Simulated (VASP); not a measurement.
# HfSc (P-6m2) in VASP: further runs

The runs below take HfSc through single point, with LDA.

Everything below comes from runs of VASP 6.6.1. Logs are shortened: lines on timing, memory, paths and dates and some standing lists are left out, and cuts for length are marked.

## (1) The crystal as given

The structure is hexagonal, space group P-6m2 (No. 187). Conventional cell: a = 3.289 Å, b = 3.289 Å, c = 4.954 Å, α = 90.00°, β = 90.00°, γ = 120.00°. Around Hf (site symmetry -6m2) lie 6 Sc at 3.12 Å and 6 Hf at 3.29 Å. Sc (site symmetry -6m2) has 6 Hf at 3.12 Å and 6 Sc at 3.29 Å as nearest neighbours.

The cell comes from a database or a generator and needn't be the stable form of this composition.

## (2) Single point, LDA

File INCAR:

```
ALGO = Normal
EDIFF = 1E-7
ENCUT = 520
GGA = CA
ISIF = 2
ISMEAR = -1
LASPH = True
LCHARG = False
LREAL = False
LWAVE = False
NBANDS = 18
NELM = 100
PREC = Accurate
SIGMA = 0.15
```

File KPOINTS:

```
k-points
0
Gamma
  8 8 5
```

File POSCAR:

```
HfSc
1.0
    3.2887218000      0.0000000000      0.0000000000
   -1.6443609000      2.8481174050      0.0000000000
    0.0000000000      0.0000000000      4.9543827805
Hf Sc
1 1
Direct
    0.6666666667      0.3333333333      0.5000000000
    0.3333333333      0.6666666667      0.0000000000
```

Potentials or basis: VASP PAW LDA potentials, release 64 (Hf_pv, Sc_sv).

Command:

```
cat potpaw_LDA.64/Hf_pv/POTCAR potpaw_LDA.64/Sc_sv/POTCAR > POTCAR
mpirun -np 1 vasp_std > vasp.out
```

OUTCAR:

```text
EDIFF = 1E-7
   ENCUT = 520
   GGA = CA
   ISIF = 2
   ISMEAR = -1
   LASPH = True
   LREAL = False
   NELM = 100
   PREC = Accurate

 ion  position               nearest neighbor table
   1  0.667  0.333  0.500-   2 3.12   2 3.12   2 3.12   2 3.12   2 3.12   2 3.12
   2  0.333  0.667  0.000-   1 3.12   1 3.12   1 3.12   1 3.12   1 3.12   1 3.12

  LATTYP: Found a hexagonal cell.
 ALAT       =     3.2887218000
 C/A-ratio  =     1.5064767049

  Lattice vectors:

 A1 = (   3.2887218000,   0.0000000000,   0.0000000000)
 A2 = (  -1.6443609000,   2.8481174050,   0.0000000000)
 A3 = (   0.0000000000,   0.0000000000,   4.9543827805)

Analysis of symmetry for initial positions (statically):
=====================================================================
 Subroutine PRICEL returns:
 Original cell was already a primitive cell.

 Routine SETGRP: Setting up the symmetry group for a
 hexagonal supercell.

 Subroutine GETGRP returns: Found 12 space group operations
 (whereof 12 operations were pure point group operations)
 out of a pool of 24 trial point group operations.

The static configuration has the point symmetry D_3h.

Analysis of symmetry for dynamics (positions and initial velocities):
=====================================================================
 Subroutine PRICEL returns:
 Original cell was already a primitive cell.

 Routine SETGRP: Setting up the symmetry group for a
 hexagonal supercell.

 Subroutine GETGRP returns: Found 12 space group operations
 (whereof 12 operations were pure point group operations)
 out of a pool of 24 trial point group operations.

The dynamic configuration has the point symmetry D_3h.

 Subroutine INISYM returns: Found 12 space group operations
 (whereof 12 operations are pure point group operations),
 and found     1 'primitive' translations

----------------------------------------------------------------------------------------

                                     Primitive cell

  volume of cell :      46.4060

  direct lattice vectors                    reciprocal lattice vectors
     3.288721800  0.000000000  0.000000000     0.304069502  0.175554561  0.000000000
    -1.644360900  2.848117405  0.000000000     0.000000000  0.351109122  0.000000000
     0.000000000  0.000000000  4.954382780     0.000000000  0.000000000  0.201841490

  length of vectors
     3.288721800  3.288722476  4.954382780     0.351109194  0.351109122  0.201841490

  position of ions in fractional coordinates (direct lattice)
     0.666666667  0.333333333  0.500000000
     0.333333333  0.666666667  0.000000000

  ion indices of the primitive-cell ions
   primitive index   ion index
                 1           1
                 2           2

----------------------------------------------------------------------------------------

 KPOINTS: k-points

Automatic generation of k-mesh.
 Grid dimensions read from file:
 generate k-points for:    8    8    5

 Generating k-lattice:

  Cartesian coordinates                     Fractional coordinates (reciprocal lattice)
     0.038008688  0.021944320  0.000000000     0.125000000 -0.000000000  0.000000000
     0.000000000  0.043888640  0.000000000     0.000000000  0.125000000  0.000000000
     0.000000000  0.000000000  0.040368298     0.000000000  0.000000000  0.200000000

  Length of vectors
     0.043888649  0.043888640  0.040368298

  Shift w.r.t. Gamma in fractional coordinates (k-lattice)
     0.000000000  0.000000000  0.000000000

 Subroutine IBZKPT returns following result:
 ===========================================

 Found     30 irreducible k-points:

 Following reciprocal coordinates:
            Coordinates               Weight
  0.000000  0.000000  0.000000      1.000000
  0.125000 -0.000000  0.000000      6.000000
  0.250000 -0.000000  0.000000      6.000000
  0.375000  0.000000  0.000000      6.000000
  0.500000 -0.000000  0.000000      3.000000
  0.125000  0.125000  0.000000      6.000000
[... 16 lines left out ...]
  0.250000 -0.000000  0.400000     12.000000
  0.375000  0.000000  0.400000     12.000000
 [... further k-points ...]
   k-points           NKPTS =     30   k-points in BZ     NKDIM =     30   number of bands    NBANDS=     18
   number of dos      NEDOS =    301   number of ions     NIONS =      2
   total plane-waves  NPLWV =  23040
   dimension x,y,z NGX =    24 NGY =   24 NGZ =   40
   dimension x,y,z NGXF=    48 NGYF=   48 NGZF=   80
   ions per type =               1   1
   NGX,Y,Z   is equivalent  to a cutoff of  12.13, 12.13, 13.42 a.u.
   NGXF,Y,Z  is equivalent  to a cutoff of  24.26, 24.26, 26.84 a.u.
 SYSTEM =  unknown system
   PREC   = accura    normal or accurate (medium, high low for compatibility)
   ISTART =      0    job   : 0-new  1-cont  2-samecut
   ICHARG =      2    charge: 1-file 2-atom 10-const
   ISPIN  =      1    spin polarized calculation?
   LNONCOLLINEAR =      F non collinear calculations
   LSORBIT =      F    spin-orbit coupling
   LASPH  =      T    aspherical Exc in radial PAW
   ENCUT  =  520.0 eV  38.22 Ry    6.18 a.u.   6.11  6.11  9.21*2*pi/ulx,y,z
   NELM   =    100;   NELMIN=  2; NELMDL= -5     # of ELM steps
   EDIFF  = 0.1E-06   stopping-criterion for ELM
   LREAL  =      F    real-space projection
   EDIFFG = 0.1E-05   stopping-criterion for IOM
   NSW    =      0    number of steps for IOM
   IBRION =     -1    ionic relax: 0-MD 1-quasi-New 2-CG
   NFREE  =      0    steps in history (QN), initial steepest desc. (CG)
   ISIF   =      2    stress and relaxation
   ISYM   =      2    0-nonsym 1-usesym 2-fastsym
   POTIM  = 0.5000    time-step for ionic-motion
   TEBEG  =    0.0;   TEEND  =   0.0 temperature during run
   PSTRESS=    0.0 pullay stress
   NELECT =      21.0000    total number of electrons
   NUPDOWN=      -1.0000    fix difference up-down
   EMIN   =  10.00;   EMAX   =-10.00  energy-range for DOS
   EFERMI =   0.00;   METHOD = LEGACY
   ISMEAR =    -1;   SIGMA  =   0.15  broadening in eV -4-tet -1-fermi 0-gaus
   EFERMI_NEDOS =   21; number of points for ismear=-14 and -15
   IALGO  =     38    algorithm
   IMIX   =      4    mixing-type and parameters
     AMIX     =   0.40;   BMIX     =  1.00
     AMIX_MAG =   1.60;   BMIX_MAG =  1.00
  volume/ion in A,a.u.               =      23.20       156.58
  Fermi-wavevector in a.u.,A,eV,Ry     =   1.256868  2.375136 21.493363  1.579718
  Thomas-Fermi vector in A             =   2.390555
   LORBIT       =      0    0 simple, 1 ext, 2 COOP (PROOUT), +10 PAW based schemes
   GGA     = CA    functional components
   LHFCALC =     F    Hartree Fock is set to
   AEXX    =    0.0000 exact exchange contribution
   IVDW    =     0    specifies the selected vdW correction
   LEPSILON=     F    determine dielectric tensor
   LRPA    =     F    only Hartree local field effects (RPA)
 non-spin polarized calculation
  energy-cutoff  :      520.00
  volume of cell :       46.41
 maximum number of plane-waves:      1266
   NGX = 13   NGY = 13   NGZ = 19

 number of electron      21.0000003 magnetization

 Free energy of the ion-electron system (eV)
  ---------------------------------------------------
  ext. energy  EPLUGINS =         0.00000000
  ---------------------------------------------------
  free energy    TOTEN  =       -17.39650987 eV

  energy without entropy =      -17.21543215  energy(sigma->0) =      -17.30597101

 E-fermi :   4.0619     XC(G=0): -10.8582

 val. band max:        4.0524583110   @ k =   0.2500   0.1250   0.4000
 cond. band min:       4.0851671203   @ k =   0.3750   0.0000   0.4000
 fundamental gap:      0.0327088093
 Fermi energy:         4.0618800903

 k-point     1 :       0.0000    0.0000    0.0000
  band No.  band energies     occupation
      1     -44.4786      2.00000
      2     -26.4559      2.00000
      3     -26.0831      2.00000
      4     -26.0831      2.00000
      5     -23.4505      2.00000
      6     -23.3056      2.00000
[... 10 lines left out ...]
     17       6.3385      0.00000
     18       8.6081      0.00000

 k-point     2 :       0.1250   -0.0000    0.0000
  band No.  band energies     occupation
      1     -44.4729      2.00000
      2     -26.4424      2.00000
      3     -26.1475      2.00000
      4     -26.0985      2.00000
      5     -23.4506      2.00000
      6     -23.3507      2.00000
[... 10 lines left out ...]
     17       6.5647      0.00000
     18       8.7848      0.00000

 k-point     3 :       0.2500   -0.0000    0.0000
  band No.  band energies     occupation
      1     -44.4590      2.00000
      2     -26.4098      2.00000
      3     -26.3000      2.00000
      4     -26.1354      2.00000
      5     -23.4579      2.00000
      6     -23.4508      2.00000
[... 10 lines left out ...]
     17       7.3330      0.00000
     18       9.0720      0.00000

 k-point     4 :       0.3750    0.0000    0.0000
  band No.  band energies     occupation
      1     -44.4452      2.00000
      2     -26.4487      2.00000
      3     -26.3769      2.00000
      4     -26.1721      2.00000
      5     -23.5630      2.00000
      6     -23.4511      2.00000
[... 375 lines left out ...]
      4     -26.0972      2.00000
      5     -23.4918      2.00000
      6     -23.3492      2.00000
[... 10 lines left out ...]
     17       7.6868      0.00000
     18       8.5481      0.00000

 k-point    23 :       0.2500   -0.0000    0.4000
  band No.  band energies     occupation
      1     -44.4592      2.00000
      2     -26.3990      2.00000
      3     -26.3055      2.00000
      4     -26.1337      2.00000
      5     -23.4714      2.00000
      6     -23.4480      2.00000
[... 10 lines left out ...]
     17       7.9541      0.00000
     18       8.4837      0.00000

 k-point    24 :       0.3750    0.0000    0.4000
  band No.  band energies     occupation
      1     -44.4452      2.00000
      2     -26.4579      2.00000
      3     -26.3805      2.00000
      4     -26.1699      2.00000
      5     -23.5488      2.00000
      6     -23.4483      2.00000
[... 10 lines left out ...]
     17       8.4133      0.00000
     18       9.1221      0.00000

 [... further k-points ...]

------------------------ aborting loop because EDIFF is reached ----------------------------------------

  FORCE on cell =-STRESS in cart. coord.  units (eV):
  Direction    XX          YY          ZZ          XY          YZ          ZX
  --------------------------------------------------------------------------------------
  -------------------------------------------------------------------------------------
  Total       -2.2495384     -2.2495396     -0.9526056      0.0000000      0.0000000      0.0000000
  in kB      -77.6657255    -77.6657680    -32.8888827      0.0000000      0.0000000      0.0000000
  external PRESSURE =     -62.7401254 kB  Pullay stress =       0.0000000 kB

 VOLUME and BASIS-vectors are now :
 -----------------------------------------------------------------------------
  energy-cutoff  :      520.00
  volume of cell :       46.41
      direct lattice vectors                 reciprocal lattice vectors
     3.288721800  0.000000000  0.000000000     0.304069502  0.175554561  0.000000000
    -1.644360900  2.848117405  0.000000000     0.000000000  0.351109122  0.000000000
     0.000000000  0.000000000  4.954382780     0.000000000  0.000000000  0.201841490

 POSITION                                       TOTAL-FORCE (eV/Angst)
 -----------------------------------------------------------------------------------
      1.64436      0.94937      2.47719        -0.000000      0.000000      0.000000
     -0.00000      1.89874      0.00000         0.000000     -0.000000      0.000000
 -----------------------------------------------------------------------------------
    total drift:                                0.000000      0.000001     -0.000000

  FREE ENERGIE OF THE ION-ELECTRON SYSTEM (eV)
  ---------------------------------------------------
  free  energy   TOTEN  =       -17.3965098663 eV

  energy  without entropy=      -17.2154321460  energy(sigma->0) =      -17.30597101
```

It took 12 s on 1 thread of Intel Xeon Platinum 8559C (Emerald Rapids), shared host; peak memory 0.16 GiB.

Results:

| Item | Value |
| --- | --- |
| Free energy | -17.3965 eV |
| Pressure | -6.3 GPa |
| Band gap on the k mesh | none (metal or under the smearing width) |

## (3) Single point, LDA

This run uses another cell than the first one, of the same volume but with other edges.

File INCAR:

```
SYSTEM = HfSc
  ALGO = Fast
  EDIFF = 1E-6
  ENCUT = 520
  ISIF = 2
  ISMEAR = -1
  LASPH = .True.
  LCHARG = .False.
  LREAL = .False.
  LWAVE = .False.
  NBANDS = 18
  NELM = 100
  PREC = Accurate
  SIGMA = 0.15
```

File KPOINTS:

```
k-points
0
Gamma
  8 8 5
  0 0 0
```

File POSCAR:

```
HfSc
1.0
    3.1915182000      0.0000000000      0.0000000000
   -1.5957591000      2.7639365950      0.0000000000
    0.0000000000      0.0000000000      5.2607683785
Hf Sc
1 1
Direct
    0.6666666667      0.3333333333      0.5000000000
    0.3333333333      0.6666666667      0.0000000000
```

Potentials or basis: VASP PAW LDA potentials, release 64 (Hf_pv, Sc_sv).

Command:

```
cat potpaw_LDA.64/Hf_pv/POTCAR potpaw_LDA.64/Sc_sv/POTCAR > POTCAR
mpirun -np 1 vasp_std > vasp.out
```

It took 18 s on 1 thread of Intel Xeon Platinum 8559C (Emerald Rapids), shared host; peak memory 0.15 GiB.

It converged, with:

```
Free energy            : -17.4044 eV
Pressure               : -6.1 GPa
Band gap on the k mesh : none (metal or under the smearing width)
```

Stress tensor (GPa, compression positive):
```
-5.06  0.00  0.00
 0.00 -5.06  0.00
 0.00  0.00 -8.33
```

Levels at points of the mesh, in eV from the Fermi level:
| k point | band 8 | band 9 | band 10 | band 11 | band 12 | band 13 | band 14 | band 15 |
| --- | --- | --- | --- | --- | --- | --- | --- | --- |
| (0.00, 0.00, 0.00) | -6.21 | -2.62 | 0.49 | 1.42 | 1.52 | 1.52 | 2.06 | 2.06 |
| (0.50, 0.00, 0.00) | -2.62 | -1.49 | -1.46 | -0.25 | 1.04 | 1.41 | 1.67 | 4.21 |

## (4) Single point, LDA

This run uses another cell than the first one, of the same volume but with other edges.

File INCAR:

```
SYSTEM = HfSc
PREC = Accurate
ENCUT = 520
EDIFF = 1E-6
ISMEAR = -1
SIGMA = 0.15
LREAL = .False.
LASPH = .True.
NELM = 100
ALGO = Normal
ISIF = 2
LWAVE = .False.
LCHARG = .False.
GGA = CA
NBANDS = 18
```

File KPOINTS:

```
regular mesh
0
Gamma
  8 8 5
  0 0 0
```

File POSCAR:

```
HfSc
1.0
    3.3373236000      0.0000000000      0.0000000000
   -1.6686618000      2.8902078100      0.0000000000
    0.0000000000      0.0000000000      4.8111311151
Hf Sc
1 1
Direct
    0.6666666667      0.3333333333      0.5000000000
    0.3333333333      0.6666666667      0.0000000000
```

Command:

```
cat potpaw_LDA.64/Hf_pv/POTCAR potpaw_LDA.64/Sc_sv/POTCAR > POTCAR
mpirun -np 1 vasp_std > vasp.out
```

Wall time 16 s (1 thread of Intel Xeon Platinum 8559C (Emerald Rapids), shared host); peak memory 0.16 GiB.

Results (log left out):

```
Free energy            : -17.3412 eV
Pressure               : -6.2 GPa
Band gap on the k mesh : none (metal or under the smearing width)
```

Stress tensor (GPa, compression positive):
```
-9.02  0.00  0.00
 0.00 -9.02  0.00
 0.00  0.00 -0.51
```

Levels at points of the mesh, in eV from the Fermi level:
| k point | band 8 | band 9 | band 10 | band 11 | band 12 | band 13 | band 14 | band 15 |
| --- | --- | --- | --- | --- | --- | --- | --- | --- |
| (0.00, 0.00, 0.00) | -6.14 | -2.37 | 1.32 | 1.32 | 1.60 | 2.06 | 2.06 | 2.15 |
| (0.50, 0.00, 0.00) | -2.67 | -1.61 | -1.22 | -0.63 | 0.77 | 1.61 | 2.33 | 3.91 |
